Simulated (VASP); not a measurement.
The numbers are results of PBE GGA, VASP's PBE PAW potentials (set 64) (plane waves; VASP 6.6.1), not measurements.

VASP input:

**INCAR**
```
SYSTEM = OSi62
PREC = Normal
ENCUT = 400
EDIFF = 1E-5
NELM = 100
ALGO = Fast
LREAL = Auto
LASPH = .TRUE.
ISMEAR = 0
SIGMA = 0.05
GGA = PE
LWAVE = .TRUE.
LCHARG = .FALSE.
NELMIN = 4
ISYM = 0
ISPIN = 2
NUPDOWN = 2
MAGMOM = 63*0.0317
LORBIT = 10
IBRION = 2
ISIF = 2
NSW = 70
EDIFFG = -0.03
```

File POSCAR:
```
OSi62
1
   10.9370747000     0.0000000000     0.0000000000
    0.0000000000    10.9370747000     0.0000000000
   -0.0000000000    -0.0000000000    10.9370747000
Si O
62 1
Direct
  0.5000000000   0.0000000000   0.0000000000
  0.6250000000   0.1250000000   0.1250000000
  0.7500000000   0.2500000000   0.0000000000
  0.8750000000   0.3750000000   0.1250000000
  0.7500000000   0.0000000000   0.2500000000
  0.8750000000   0.1250000000   0.3750000000
  0.0000000000   0.0000000000   0.0000000000
  0.1250000000   0.1250000000   0.1250000000
  0.2500000000   0.2500000000   0.0000000000
  0.3750000000   0.3750000000   0.1250000000
  0.5000000000   0.5000000000   0.0000000000
  0.6250000000   0.6250000000   0.1250000000
  0.7500000000   0.7500000000   0.0000000000
  0.8750000000   0.8750000000   0.1250000000
  0.2500000000   0.0000000000   0.2500000000
  0.3750000000   0.1250000000   0.3750000000
  0.4957550000   0.2495070000   0.2471290000
  0.7511700000   0.4973790000   0.2467870000
  0.8750000000   0.6250000000   0.3750000000
  0.5000000000   0.0000000000   0.5000000000
  0.6250000000   0.1250000000   0.6250000000
  0.7497320000   0.2454780000   0.4960220000
  0.8750000000   0.3750000000   0.6250000000
  0.7500000000   0.0000000000   0.7500000000
  0.8750000000   0.1250000000   0.8750000000
  0.0000000000   0.5000000000   0.0000000000
  0.1250000000   0.6250000000   0.1250000000
  0.2500000000   0.7500000000   0.0000000000
  0.3750000000   0.8750000000   0.1250000000
  0.0000000000   0.2500000000   0.2500000000
  0.1250000000   0.3750000000   0.3750000000
  0.2500000000   0.5000000000   0.2500000000
  0.3750000000   0.6250000000   0.3750000000
  0.5000000000   0.7500000000   0.2500000000
  0.6250000000   0.8750000000   0.3750000000
  0.0000000000   0.0000000000   0.5000000000
  0.1250000000   0.1250000000   0.6250000000
  0.2500000000   0.2500000000   0.5000000000
  0.3750000000   0.3750000000   0.6250000000
  0.6250000000   0.6250000000   0.6250000000
  0.7500000000   0.7500000000   0.5000000000
  0.8750000000   0.8750000000   0.6250000000
  0.2500000000   0.0000000000   0.7500000000
  0.3750000000   0.1250000000   0.8750000000
  0.5000000000   0.2500000000   0.7500000000
  0.6250000000   0.3750000000   0.8750000000
  0.7500000000   0.5000000000   0.7500000000
  0.8750000000   0.6250000000   0.8750000000
  0.0000000000   0.7500000000   0.2500000000
  0.1250000000   0.8750000000   0.3750000000
  0.0000000000   0.5000000000   0.5000000000
  0.1250000000   0.6250000000   0.6250000000
  0.2500000000   0.7500000000   0.5000000000
  0.3750000000   0.8750000000   0.6250000000
  0.0000000000   0.2500000000   0.7500000000
  0.1250000000   0.3750000000   0.8750000000
  0.2500000000   0.5000000000   0.7500000000
  0.3750000000   0.6250000000   0.8750000000
  0.5000000000   0.7500000000   0.7500000000
  0.6250000000   0.8750000000   0.8750000000
  0.0000000000   0.7500000000   0.7500000000
  0.1250000000   0.8750000000   0.8750000000
  0.5009700000   0.4997420000   0.4987030000
```

### KPOINTS
```
Automatic mesh
0
Gamma
1 1 1
0 0 0
```

POTCAR, in this order: Si O (PBE.64 set). Program: vasp_gam.

Problem. What will the output report for the number of irreducible k-points (NKPTS), largest plane-wave count, FFT grid (NGX, NGY, NGZ)?

Solution. 
The number of irreducible k-points (NKPTS) is 1 and the largest plane-wave count is 11924. The FFT grid (NGX, NGY, NGZ) comes out as 54 × 54 × 54.

The cell is a supercell with a defect, built from Si (diamond): O_Si-vac_Si.
